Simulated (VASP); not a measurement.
VASP ran on this input.

**KPOINTS**
```
Automatic mesh
0
Gamma
8 8 8
0 0 0
```

**POSCAR**
```
KF
1
    0.0000000000     2.7320289930     2.7320289930
    2.7320289930     0.0000000000     2.7320289930
    2.7320289930     2.7320289930     0.0000000000
K F
1 1
Direct
  0.0000000000   0.0000000000   0.0000000000
  0.5000000000   0.5000000000   0.5000000000
```

**INCAR**
```
SYSTEM = KF
PREC = Accurate; ENCUT = 520; LREAL = .FALSE.
LASPH = .TRUE.
EDIFF = 1E-7; NELM = 100; ALGO = Normal
ISMEAR = 0; SIGMA = 0.05
GGA = RP
ISIF = 2
LWAVE = .FALSE.; LCHARG = .FALSE.
```

POTCAR, in this order: K_sv F (PBE.64 set). Program: vasp_std.

Problem. Write an equivalent input for Ansatz.

Solution. One equivalent input (not run):
Ansatz 0.2 input:
```yaml
crystal:
  lattice:
    - [0.0000000, 2.7320290, 2.7320290]
    - [2.7320290, 0.0000000, 2.7320290]
    - [2.7320290, 2.7320290, 0.0000000]
  atoms:
    - { symbol: K, position: [0.0000000, 0.0000000, 0.0000000] }
    - { symbol: F, position: [0.5000000, 0.5000000, 0.5000000] }
kpoints:
  mp_grid: { grid: [8, 8, 8] }
hamiltonian:
  xc: rpbe
  pseudopotentials: { kind: paw }
scf:
  occupations: { method: gaussian, width: 0.05 }
  max_iter: 100
output: { forces: true, stress: true, eigenvalues: true }
```
Limits of the translation: each code has its own PAW files, so the cut-off isn't converted (ENCUT is set for VASP's; basis.ecutwfc is left out, and Ansatz then takes the one that its files recommend); Ansatz stops its SCF on the density residual and VASP on the energy change (EDIFF).

The compound is KF in the rock salt structure. This cell is one point of a volume scan, at 0.94 of the reference volume.
